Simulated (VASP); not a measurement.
Here is the system:

```
Rh
1.0
    0.00000     1.89739     1.89739
    1.89739     0.00000     1.89739
    1.89739     1.89739     0.00000
Rh
1
Direct
  0.00000   0.00000   0.00000
```

The numbers are results of MS2 meta-GGA, VASP's PBE PAW potentials (set 64) (plane waves; VASP), not measurements. Settings: 520 eV cut-off, 18×18×18 Γ-centred mesh, tetrahedra with Blöchl corrections, potentials Rh_pv.

### Question
Tabulate the total density of states (states/eV per cell) against energy (eV; zero at the valence-band maximum or, without a gap, the Fermi level).

### Answer

```tsv
E (eV)	DOS (states/eV)
-9.98	0.00
-9.62	0.00
-9.26	0.00
-8.90	0.00
-8.66	0.00
-8.30	0.00
-7.94	0.03
-7.58	0.05
-7.22	0.07
-6.86	0.10
-6.50	0.21
-6.14	0.66
-5.90	1.21
-5.54	1.91
-5.18	1.75
-4.82	1.27
-4.46	1.26
-4.10	1.27
-3.74	1.09
-3.38	1.42
-3.14	1.57
-2.78	2.36
-2.42	1.21
-2.06	1.45
-1.70	1.45
-1.34	1.58
-0.98	1.28
-0.62	1.09
-0.38	1.10
-0.02	1.16
0.34	1.53
0.70	1.44
1.06	0.77
1.42	0.23
1.78	0.24
2.14	0.23
2.38	0.24
2.74	0.24
3.10	0.24
3.46	0.24
```
Within 2 eV below the Fermi level the largest weight inside VASP's projection spheres is Rh d.

The compound is Rh in the fcc structure. It was relaxed first.
